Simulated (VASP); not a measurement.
Given:

```yaml
crystal:
  lattice:
    - [2.25067, -3.89828, 0.00000]
    - [2.25067, 3.89828, 0.00000]
    - [0.00000, 0.00000, 4.98584]
  atoms:
    - { symbol: Se, position: [0.00000, 0.21755, 0.66667] }
    - { symbol: Se, position: [0.78245, 0.78245, 0.00000] }
    - { symbol: Se, position: [0.21755, 0.00000, 0.33333] }
```

Level of theory: r2SCAN meta-GGA, VASP's PBE PAW potentials (set 64) (plane waves; VASP). Settings: 400 eV cut-off, 5×5×4 Γ-centred mesh, Gaussian smearing of 0.050 eV, potentials Se.

### Question
What does the run give for the energy per atom (σ→0)?

### Answer

- energy per atom (σ→0): -14.307 eV/atom

The compound is Se in the trig structure. It was relaxed first, which changed the volume by +7 %. The start is the result of an earlier pass.
